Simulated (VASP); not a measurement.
SnS2 (space group P6_3mc): the band gap from VASP (plane waves, PAW) at several levels of theory. Gaps are without spin-orbit coupling. Each level names its cell: its own relaxed one, PBE's, or the starting one. A gap is the smallest over the k-mesh and a band path; hybrids may have named points in place of the path, and GW has the mesh alone.  Without a dispersion term in the relaxation, distances and binding between the weakly bound layers, chains or molecules are unreliable, and so is what depends on them.

| level | band gap (eV) |
|---|---|
| LDA (own cell) | 0.87 |
| PBEsol (own cell) | 1.25 |

The cell of the LDA (own cell) run:

```xyz
6
Lattice="3.6321 0.0000 0.0000 -1.8160 3.1455 0.0000 0.0000 0.0000 11.4321" Properties=species:S:1:pos:R:3 pbc="T T T"
Sn     0.0000     2.0970     7.1464
Sn     1.8160     1.0485     1.4303
S      1.8160     1.0485     8.6105
S      0.0000     2.0970     2.8944
S      0.0000     0.0000    11.3944
S     -1.8160     3.1455     5.6784
```

Only levels that ran to the end are used. Left out are those held back, those with too coarse a band path, GW runs whose mesh misses a band edge, hybrids' fits of cells that aren't cubic and levels without matching references; a question may draw on a part of the rest.

The structure comes from a computed database's SnS2 entry (P6_3mc); how it stands against other phases isn't given here.
